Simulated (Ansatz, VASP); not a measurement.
**ZnBr2: VASP beside Ansatz**

Aim: how closely do two programs agree when they are given the same cell, functional and k mesh? The cell is generated by rule, not measured, and may not be a known phase. The cell comes out of the VASP series on this material, whose earlier steps may have relaxed, scaled or displaced it; both programs get it as it stands.

Calculated with Ansatz 0.2.0; plane waves, with VASP 6.6.1 beside it; band structure at PBEsol and band structure at PBEsol, spin-orbit coupling.

The structure was built from a prototype and need not be the compound's stable phase.

## (1) The structure

It takes space group Fm-3m (No. 225, cubic). The conventional cell has a = 6.485 Å, b = 6.485 Å, c = 6.485 Å, α = 90.00°, β = 90.00°, γ = 90.00°. Zn has 8 Br at 2.81 Å nearest. Nearest to Br lie 4 Zn at 2.81 Å. Farther neighbours and most contacts between anions are not listed.

As a file:

```xyz
3
Lattice="0.0000 3.2424 3.2424 3.2424 0.0000 3.2424 3.2424 3.2424 0.0000" Properties=species:S:1:pos:R:3 pbc="T T T"
Zn    0.0000    0.0000    0.0000
Br    1.6212    1.6212    1.6212
Br    4.8636    4.8636    4.8636
```

## (2) VASP: band structure, PBEsol

The same path points are solved in both programs, so levels can be compared one by one.

Lines of VASP's logs that name or quote its potential files are left out, and so is its time.

Input file INCAR:

```
SYSTEM = ZnBr2
PREC = Accurate
ENCUT = 400
EDIFF = 1E-06
NELM = 100
ISMEAR = 0
SIGMA = 0.02
LREAL = .FALSE.
ALGO = Normal
GGA = PS
NBANDS = 26
LORBIT = 11
LWAVE = .FALSE.
LCHARG = .FALSE.
KPAR = 4
ISIF = 2
```

Input file POSCAR:

```
ZnBr2
1.0
    0.0000000000      3.2424000000      3.2424000000
    3.2424000000      0.0000000000      3.2424000000
    3.2424000000      3.2424000000      0.0000000000
Zn Br
1 2
Direct
    0.0000000000      0.0000000000      0.0000000000
    0.2500000000      0.2500000000      0.2500000000
    0.7500000000      0.7500000000      0.7500000000
```

Input file KPOINTS:

```
Automatic mesh
0
Gamma
10 10 10
0 0 0
```

Input file KPOINTS_OPT:

```
Line mode
24
Line-mode
Reciprocal
  0.00000000   0.00000000   0.00000000 GAMMA
  0.50000000   0.00000000   0.50000000 X

  0.50000000   0.00000000   0.50000000 X
  0.50000000   0.25000000   0.75000000 W

  0.50000000   0.25000000   0.75000000 W
  0.37500000   0.37500000   0.75000000 K

  0.37500000   0.37500000   0.75000000 K
  0.00000000   0.00000000   0.00000000 GAMMA

  0.00000000   0.00000000   0.00000000 GAMMA
  0.50000000   0.50000000   0.50000000 L

  0.50000000   0.50000000   0.50000000 L
  0.62500000   0.25000000   0.62500000 U

  0.62500000   0.25000000   0.62500000 U
  0.50000000   0.25000000   0.75000000 W

  0.50000000   0.25000000   0.75000000 W
  0.50000000   0.50000000   0.50000000 L

  0.50000000   0.50000000   0.50000000 L
  0.37500000   0.37500000   0.75000000 K

  0.62500000   0.25000000   0.62500000 U
  0.50000000   0.00000000   0.50000000 X
```

Potentials, in the order of the species: Zn and Br (PBE family, release 64).

On the command line:

```bash
mpirun -np 4 vasp_std
```

Numbers of over 12 decimals in the logs are rounded to 6 here.

Log:

```text
[banner, memory and clock lines left out]
running    4 mpi-ranks, on    1 nodes
 distrk:  each k-point on    1 cores,    4 groups
 distr:  one band on    1 cores,    1 groups

 POSCAR found type information on POSCAR ZnBr
 POSCAR found :  2 types and       3 ions
|                                                                             |
|               ----> ADVICE to this user running VASP <----                  |
|                                                                             |
|     You enforced a specific xc type in the INCAR file but a different       |
|     [... a line on the potential file left out ...]
|     I HOPE YOU KNOW WHAT YOU ARE DOING!                                     |
|                                                                             |

 LDA part: xc-table for (Slater+PW92), standard interpolation
 POSCAR, INCAR and KPOINTS ok, starting setup
 FFT: planning ... GRIDC
 FFT: planning ... GRID_SOFT
 FFT: planning ... GRID
 WAVECAR not read
 entering main loop
       N       E                     dE             d eps       ncg     rms          rms(c)
DAV:   1     0.166573938599E+03    0.16657E+03   -0.99814E+03  2444   0.886E+02
DAV:   2     0.102581065176E+02   -0.15632E+03   -0.14403E+03  2650   0.228E+02
DAV:   3    -0.647411914524E+01   -0.16732E+02   -0.16495E+02  3058   0.750E+01
DAV:   4    -0.673089753550E+01   -0.25678E+00   -0.25647E+00  2774   0.972E+00
DAV:   5    -0.673227895574E+01   -0.13814E-02   -0.13813E-02  3076   0.727E-01    0.843E+00
DAV:   6    -0.619082099446E+01    0.54146E+00   -0.67546E-01  2980   0.250E+01    0.562E+00
DAV:   7    -0.613946039297E+01    0.51361E-01   -0.31357E-01  2724   0.317E+00    0.197E+00
DAV:   8    -0.613698818978E+01    0.24722E-02   -0.14076E-02  2870   0.734E-01    0.614E-01
DAV:   9    -0.613655081348E+01    0.43738E-03   -0.17206E-03  2770   0.395E-01    0.664E-02
DAV:  10    -0.613658582502E+01   -0.35012E-04   -0.14224E-04  2780   0.105E-01    0.452E-02
DAV:  11    -0.613660716427E+01   -0.21339E-04   -0.28501E-05  2602   0.252E-02    0.104E-02
DAV:  12    -0.613660686636E+01    0.29790E-06   -0.45618E-07  2512   0.462E-03
   1 F= -.61366069E+01 E0= -.61365910E+01  d E =-.316752E-04
 Start KPOINTS_OPT (optional k-point list driver)
k-point batch [1-47\240]
       N       E                     dE             ncg
DAV:   1     0.346563768209E+04   -0.21843E+05     2446
DAV:   2    -0.372088646936E+04   -0.71865E+04     2542
DAV:   3    -0.450895912561E+04   -0.78807E+03     3126
DAV:   4    -0.452183331176E+04   -0.12874E+02     2730
DAV:   5    -0.452189723690E+04   -0.63925E-01     2948
DAV:   6    -0.452189779418E+04   -0.55728E-03     2770
DAV:   7    -0.452189780032E+04   -0.61347E-05     2602
DAV:   8    -0.452189780065E+04   -0.33227E-06     2006
[...]
k-point batch [236-240\240]
       N       E                     dE             ncg
DAV:   1     0.292591081281E+05   -0.32055E+04      260
DAV:   2     0.284959780789E+05   -0.76313E+03      268
DAV:   3     0.284139508485E+05   -0.82027E+02      326
DAV:   4     0.284126443866E+05   -0.13065E+01      276
DAV:   5     0.284126379158E+05   -0.64708E-02      302
DAV:   6     0.284126378571E+05   -0.58692E-04      280
DAV:   7     0.284126378565E+05   -0.67431E-06      270
```

From OUTCAR (step 2):

```text
ion  position               nearest neighbor table
   1  0.000  0.000  0.000-   3 2.81   3 2.81   3 2.81   2 2.81   3 2.81   2 2.81   2 2.81   2 2.81

  LATTYP: Found a face centered cubic cell.
 ALAT       =     6.4848000000

 Subroutine GETGRP returns: Found 48 space group operations
 (whereof 48 operations were pure point group operations)

The static configuration has the point symmetry O_h .

 Found     47 irreducible k-points:

   k-points           NKPTS =     47   k-points in BZ     NKDIM =     47   number of bands    NBANDS=     26

   dimension x,y,z NGX =    30 NGY =   30 NGZ =   30
   dimension x,y,z NGXF=    60 NGYF=   60 NGZF=   60

   ENCUT  =  400.0 eV  29.40 Ry    5.42 a.u.   7.48  7.48  7.48*2*pi/ulx,y,z

   NELECT =      26.0000    total number of electrons

 k-points in reciprocal lattice and weights: Automatic mesh
   0.00000000  0.00000000  0.00000000       0.001
   0.10000000  0.00000000  0.00000000       0.008
   0.20000000  0.00000000  0.00000000       0.008
   0.30000000  0.00000000  0.00000000       0.008
   0.40000000  0.00000000  0.00000000       0.008
   0.50000000  0.00000000  0.00000000       0.004
   0.10000000  0.10000000  0.00000000       0.006
   0.20000000  0.10000000  0.00000000       0.024
   0.30000000  0.10000000  0.00000000       0.024
[...]
-0.30000000  0.40000000  0.20000000       0.024
  -0.30000000  0.50000000  0.20000000       0.012

 average (electrostatic) potential at core
       1 -36.6560       2 -62.8699       3 -62.8699

 E-fermi :   2.4674

 k-point     1 :       0.0000    0.0000    0.0000
  band No.  band energies     occupation
    ...
     10      -0.6794      2.00000
     11       1.0637      2.00000
     12       1.0637      2.00000
     13       1.0637      2.00000
     14       2.1605      2.00000
     15       6.1262      0.00000
     16       6.1262      0.00000
     17       6.1262      0.00000
     18       9.6850      0.00000
     19       9.6850      0.00000
    ...

 k-point     2 :       0.1000    0.0000    0.0000
  band No.  band energies     occupation
    ...
      9      -0.6950      2.00000
     10      -0.6950      2.00000
     11       0.4809      2.00000
     12       0.9651      2.00000
     13       0.9651      2.00000
     14       2.8992      0.00000
     15       6.2324      0.00000
     16       6.2924      0.00000
     17       6.2924      0.00000
     18       9.9285      0.00000
    ...

 k-point     3 :       0.2000    0.0000    0.0000
  band No.  band energies     occupation
    ...
      9      -0.7283      2.00000
     10      -0.7283      2.00000
     11      -0.1113      2.00000
     12       0.7127      2.00000
     13       0.7127      2.00000
     14       3.8507      0.00000
     15       6.7509      0.00000
     16       6.7708      0.00000
     17       6.7708      0.00000
     18      10.5954      0.00000
    ...

  Total        1.4704585      1.4704585      1.4704585     -0.0000000      0.0000000      0.0000000
  in kB       34.5568051     34.5568051     34.5568051     -0.0000000      0.0000000      0.0000000
  external PRESSURE =      34.5568051 kB  Pullay stress =       0.0000000 kB

  energy-cutoff  :      400.00
  volume of cell :       68.18
      direct lattice vectors                 reciprocal lattice vectors
     0.000000000  3.242400000  3.242400000    -0.154206760  0.154206760  0.154206760
     3.242400000  0.000000000  3.242400000     0.154206760 -0.154206760  0.154206760
     3.242400000  3.242400000  0.000000000     0.154206760  0.154206760 -0.154206760

 POSITION                                       TOTAL-FORCE (eV/Angst)
 -----------------------------------------------------------------------------------
      0.00000      0.00000      0.00000        -0.000000      0.000000      0.000000
      1.62120      1.62120      1.62120        -0.000000     -0.000000     -0.000000
      4.86360      4.86360      4.86360         0.000000     -0.000000      0.000000
 -----------------------------------------------------------------------------------
    total drift:                                0.000000     -0.000000     -0.000000

  FREE ENERGIE OF THE ION-ELECTRON SYSTEM (eV)
  ---------------------------------------------------
  free  energy   TOTEN  =        -6.1366068664 eV

  energy  without entropy=       -6.1365751911  energy(sigma->0) =       -6.13659103

 total charge
# of ion       s       p       d       tot
------------------------------------------
    1        0.396   0.256   9.808  10.461
    2        1.623   3.213   0.022   4.858
    3        1.623   3.213   0.022   4.858
--------------------------------------------------
tot          3.642   6.682   9.853  20.177

[... 3 further parts left out ...]
```

The run ends at a pressure of 3.46 GPa.

## (3) Ansatz: band structure, PBEsol

Ansatz runs on its default PAW (the set named soft_2) files.

The same cell, functional, mesh and smearing now go to Ansatz, which takes its cutoff from its data sets.

Input file input.yaml:

```yaml
crystal:
  lattice:
    - [0.0, 3.2424, 3.2424]
    - [3.2424, 0.0, 3.2424]
    - [3.2424, 3.2424, 0.0]
  atoms:
    - { symbol: Zn, position: [0.0, 0.0, 0.0] }
    - { symbol: Br, position: [0.25, 0.25, 0.25] }
    - { symbol: Br, position: [0.75, 0.75, 0.75] }
hamiltonian:
  xc: pbesol
  pseudopotentials: { kind: paw }
kpoints:
  mp_grid: { grid: [10, 10, 10] }
  band_path:
    path:
      - [0.0, 0.0, 0.0]
      - [0.17391, 0.0, 0.17391]
      - [0.34783, 0.0, 0.34783]
      - [0.5, 0.0, 0.5]
      - [0.5, 0.08696, 0.58696]
      - [0.5, 0.18478, 0.68478]
      - [0.49457, 0.25543, 0.75]
      - [0.45109, 0.29891, 0.75]
      - [0.40761, 0.34239, 0.75]
      - [0.34239, 0.34239, 0.68478]
      - [0.21196, 0.21196, 0.42391]
      - [0.08152, 0.08152, 0.16304]
      - [0.04348, 0.04348, 0.04348]
      - [0.23913, 0.23913, 0.23913]
      - [0.41304, 0.41304, 0.41304]
      - [0.5163, 0.46739, 0.5163]
      - [0.55978, 0.38043, 0.55978]
      - [0.6087, 0.28261, 0.6087]
      - [0.60326, 0.25, 0.64674]
      - [0.55978, 0.25, 0.69022]
      - [0.5163, 0.25, 0.7337]
      - [0.5, 0.30435, 0.69565]
      - [0.5, 0.3913, 0.6087]
      - [0.5, 0.47826, 0.52174]
      - [0.47283, 0.47283, 0.55435]
      - [0.42391, 0.42391, 0.65217]
      - [0.38043, 0.38043, 0.73913]
      - [0.59239, 0.18478, 0.59239]
      - [0.54891, 0.09783, 0.54891]
      - [0.5, 0.0, 0.5]
    npoints: 1
scf:
  occupations: { method: gaussian, width: 0.02 }
  n_extra_bands: 7
output:
  forces: true
  stress: true
  eigenvalues: true
```

On the command line:

```bash
ansatz run input.yaml --threads 2 --pin off --max-ram 4608MiB --backend cpu --events-out ev --progress --plain --runs-dir out
```

Log:

```text
scf.n_extra_bands = 7 over 13 filled bands (N_el = 26.0): the run solves 20 bands
Engine: ansatz 0.2.0, aarch64-unknown-linux-gnu
Pseudopotentials: kind: paw
Pseudopotential: Zn, paw, valence charge 12, recommended cutoff 420 eV (normal), Zn.paw.azcp
Pseudopotential: Br, paw, valence charge 7, recommended cutoff 420 eV (normal), Br.paw.azcp
Functional definition: PBEsol
  exchange = pbesol_x
  correlation = pbesol_c
Crystal: 3 atoms, lattice volume = 68.176 Å³
Basis set: ecut = 420 eV, 1363 PW (Γ), exchange–correlation on 64×64×64 points (8 copies of the dense FFT grid, shifted against one another)
Bands: 20, of which v1, the nominal top of the filled ones, is band 13 counted from 1 (12 counted from 0)
Symmetry: 48 space group operations
Space group: Fm-3m (ITA 225), of the structure as read, at distance tolerance 4.1e-5 Å
k-points: 47 of 1000
Non-local potential: Zn, projectors of the file, l = 0: 2, l = 1: 2, l = 2: 3, l = 3: 1
Non-local potential: Br, projectors of the file, l = 0: 2, l = 1: 2, l = 2: 2
PAW form: soft (Blöchl's): semilocal exchange-correlation on the pseudo side does not see the compensation charge
PAW frozen core: Zn, regenerated for the run's functional, and the local potential with it (the file was generated under x = pbe(κ = 0.804, μ = 0.219515), c = pbe(β = 0.066725))
PAW frozen core: Br, regenerated for the run's functional, and the local potential with it (the file was generated under x = pbe(κ = 0.804, μ = 0.219515), c = pbe(β = 0.066725))
PAW one-centre angular grid: Zn, 590 points (default); XC on 64 Gauss nodes
PAW one-centre angular grid: Br, 110 points (default); XC on 64 Gauss nodes
Initial density: superposition of atomic densities (neutral atoms: chi_scale 0, normalization atom), corrected by the library's trained network
Initial wavefunctions: pseudopotential atomic-orbital guess
Functional: x = pbesol(κ = 0.804, μ = 0.123457), c = pbesol(β = 0.046)
SCF iter   1: F=—  HF=-8754.711554 eV  |F-HF|=—  |Δ(HF+E_count)|=         —  Δρ=1.47e-3  dr2=6.05e-4  ethr=1.77e-3  ⟨swp⟩=6.8  Hψ=4982  notcnv=0
preconditioner: auto → none  [insulator: Δε(μ)=0.450 eV  Ē_g=13.099 eV  σ=0.020 eV  W_gap=0.67  n_scr=14 (ndim 8)  ℏωp=22.9 eV  f_vac=0.042  D(μ)=0.16/eV (n_scr^D=0)  ε∞_Penn≈4.1]
SCF iter   2: F=—  HF=-8754.710992 eV  |F-HF|=—  |Δ(HF+E_count)|=   5.62e-4  Δρ=7.05e-4  dr2=2.69e-4  ethr=2.33e-6  ⟨swp⟩=3.1  Hψ=2564  notcnv=0  defer=94
SCF iter   3: F=—  HF=-8754.711046 eV  |F-HF|=—  |Δ(HF+E_count)|=   5.39e-5  Δρ=3.55e-4  dr2=3.86e-5  ethr=1.03e-6  ⟨swp⟩=2.5  Hψ=1508  notcnv=0  defer=94
SCF iter   4: F=—  HF=-8754.711088 eV  |F-HF|=—  |Δ(HF+E_count)|=   4.24e-5  Δρ=1.72e-4  dr2=1.57e-5  ethr=1.48e-7  ⟨swp⟩=2.0  Hψ=1342  notcnv=0  defer=94
SCF iter   5: F=—  HF=-8754.711091 eV  |F-HF|=—  |Δ(HF+E_count)|=   2.61e-6  Δρ=6.72e-5  dr2=1.42e-6  ethr=6.06e-8  ⟨swp⟩=2.1  Hψ=1296  notcnv=0  defer=94
SCF iter   6: F=—  HF=-8754.711091 eV  |F-HF|=—  |Δ(HF+E_count)|=   5.47e-7  Δρ=2.01e-5  dr2=1.46e-7  ethr=5.48e-9  ⟨swp⟩=2.5  Hψ=1541  notcnv=0  defer=94
SCF iter   7: F=-8754.711091 eV  HF=-8754.711091 eV  |F-HF|=1.27e-8  |Δ(HF+E_count)|=   4.60e-8  Δρ=6.00e-6  dr2=1.28e-8  ethr=3.85e-10  ⟨swp⟩=9.4  Hψ=4574  notcnv=0
SCF 1 converged in 7 iterations: F = -8754.711091 eV  dr2 = 1.28e-8
  greatest PAW one-centre occupation: 0.988 electrons in one spin orbital (limit 2), on the Zn atom at site 0 (counted from 0), in its partial waves of l = 2
NSCF: frozen V_eff on 30 k-points
SCF converged after 7 iterations
Free energy (F): -8754.711091 eV
Harris-Foulkes:  -8754.711091 eV  (|F-HF|=1.27e-8)
Internal energy: -8754.711059 eV  (E = F + TS)
E sigma→0 (E₀):  -8754.711075 eV
Entropy (-TS):   -0.000032 eV (-0.011 meV/atom)
Fermi energy:    6.105765 eV
--- Per-component energies (eV) ---
  E_band       = -4.440104
  E_kinetic    = 399.627439
  E_local      = -2338.297025  (includes V_loc(G=0)·N_el)
  E_nonlocal   = 762.694265
  E_hartree    = 929.737505
  E_xc         = -657.296947
  E_vxc        = -258.460960  (∫ρ·V_xc dr)
  E_paw        = -6202.552735  (= ΣΔE_a)
  E_vpaw       = -429.473430  (= ΣTr[D̂ρ^β])
  E_aug_tail   = -0.000330  (compensation charges beyond the density's cutoff)
  E_ewald      = -1649.605127
  E_core_change = 0.981896  (= ΣΔE_core)
  E_smearing   = -0.000032  (= −TS)
  E_closure    = 0.000000  (closes the sum)
  Σ components = -8754.711091   (vs F -8754.711091, Δ=0.00e0)
--- Forces (eV/Å), atoms counted from 1 ---
  atom   1  Zn    -0.00000000     0.00000000     0.00000000
  atom   2  Br    -0.00000000     0.00000000     0.00000000
  atom   3  Br     0.00000000    -0.00000000    -0.00000000
  max |Σ_I F_I| component: 5.09e-17 eV/Å
--- Stress (GPa, compression-positive) ---
        3.552889      -0.000000      -0.000000
       -0.000000       3.552889      -0.000000
       -0.000000       0.000000       3.552889
  P = ⅓ Tr σ = 3.5529 GPa (35.529 kbar)
--- Band table (eV; the first three rows and the last of 47) ---
  k-point 0: bands = [... 9 lower, 2.9582, 4.7056, 4.7056, 4.7056, 5.8121, 9.7762, 9.7762, 9.7762, ... 3 higher]
  k-point 1: bands = [... 9 lower, 2.9430, 4.1252, 4.6071, 4.6071, 6.5477, 9.8822, 9.9423, 9.9423, ... 3 higher]
  k-point 2: bands = [... 9 lower, 2.9109, 3.5320, 4.3546, 4.3546, 7.4983, 10.3998, 10.4207, 10.4207, ... 3 higher]
  k-point 46: bands = [... 9 lower, 2.5348, 3.7849, 5.8315, 5.9705, 7.7233, 11.5730, 12.4390, 13.2450, ... 3 higher]
```

Elapsed: 3.1 s, on 2 threads of Arm Neoverse V2, shared host; peak memory 0.35 GiB; 5.8 s of CPU time.

Reading the cycles: dr2 is the Hartree energy of the density residual (eV), the measure of convergence; HF is the Harris–Foulkes estimate of the energy, which meets the free energy F at convergence.

## (4) Side by side

Known differences besides the PAW data sets themselves: the cutoff is 420 eV in Ansatz and 400 eV in VASP; Ansatz makes its cores anew for this functional, VASP keeps those of its PBE data sets; VASP leaves aspherical gradient terms in its spheres out (LASPH is not set), Ansatz keeps them. Total energies have different zeros and are not compared.

Compared:

| quantity | Ansatz | VASP | difference |
| --- | --- | --- | --- |
| pressure (GPa) | 3.55 | 3.46 | +0.10 |

Levels from 3 eV below to 2 eV above the Fermi level differ by 5 meV r.m.s. and 13 meV at most; each VASP level is matched to the nearest of Ansatz, which flatters the figure a little. Ansatz's pressure holds a Pulay correction of 0.05 GPa; VASP's holds none.

## (5) What moves the difference

An all-electron run, which needs no data sets, serves as referee.

| run | r.m.s. difference of levels near the Fermi level (meV) |
| --- | --- |
| as above | 5.3 |
| Ansatz's all-electron LAPW method | 6.8 |

[end of part 1 of 2]

[Lines on the potential files, build, host, timing and source positions are cut from VASP's logs without a mark.]

[Logs are printed without paths, hosts, clocks, repeated set-up lines and the standing remarks that a program may print on its own settings, such as how far it seeks lower states.]

[Hosts, paths, dates, database ids (printed as entryN), source tags and the programs' standing remarks are cut or masked in the printed files.]
